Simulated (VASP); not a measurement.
Level of theory: PBEsol GGA, VASP's PBE PAW potentials (set 64) (plane waves; VASP).

VASP input:

**INCAR**
```
SYSTEM=Ba(MgAs)2
PREC=Accurate; ENCUT=480; LREAL=F
LASPH=T
EDIFF=1E-7; NELM=100; ALGO=Normal
LMAXMIX=4
ISMEAR=0; SIGMA=0.05
GGA=PS
ISIF=2
LWAVE=F; LCHARG=F
```

File POSCAR:
```
Ba(MgAs)2
1
    4.4771034832     0.0000000000     0.0000000000
   -2.2385517416     3.8772855312     0.0000000000
    0.0000000000     0.0000000000     7.6736369445
Ba Mg As
1 2 2
Direct
  0.0000000000   0.0000000000   0.0000000000
  0.6666670000   0.3333330000   0.3764516698
  0.3333330000   0.6666670000   0.6235483302
  0.6666670000   0.3333330000   0.7289005303
  0.3333330000   0.6666670000   0.2710994697
```

**KPOINTS**
```
Automatic mesh
0
Gamma
6 6 4
0 0 0
```

POTCAR, in this order: Ba_sv Mg As (PBE.64 set). Program: vasp_std.

Unless said otherwise, spin-orbit coupling is left out, though it shifts the bands of the heavy elements here.

### Question
Predict the energy per atom (σ→0), band gap (on the k-mesh).

### Answer

| Item | Value |
|---|---|
| energy per atom (σ→0) | -4.101 eV/atom |
| band gap (on the k-mesh) | 0.98 eV |

OSZICAR:
```
...
DAV:   8    -0.205063263215E+02    0.52493E-02   -0.53601E-02   984   0.118E+00    0.193E-01
DAV:   9    -0.205059154491E+02    0.41087E-03   -0.52707E-03  1040   0.364E-01    0.881E-02
DAV:  10    -0.205060186413E+02   -0.10319E-03   -0.47457E-04  1008   0.117E-01    0.226E-02
DAV:  11    -0.205060201643E+02   -0.15230E-05   -0.43075E-05  1016   0.366E-02    0.659E-03
DAV:  12    -0.205060212359E+02   -0.10716E-05   -0.14224E-05  1168   0.182E-02    0.270E-03
DAV:  13    -0.205060216062E+02   -0.37029E-06   -0.10263E-06  1016   0.605E-03    0.173E-03
DAV:  14    -0.205060215590E+02    0.47185E-07   -0.24548E-07   944   0.253E-03
   1 F= -.20506022E+02 E0= -.20506022E+02  d E =-.349885E-16
```

The structure comes from a computed database's BaMg2As2 entry (P-3m1); how it stands against other phases isn't given here. It was relaxed first.
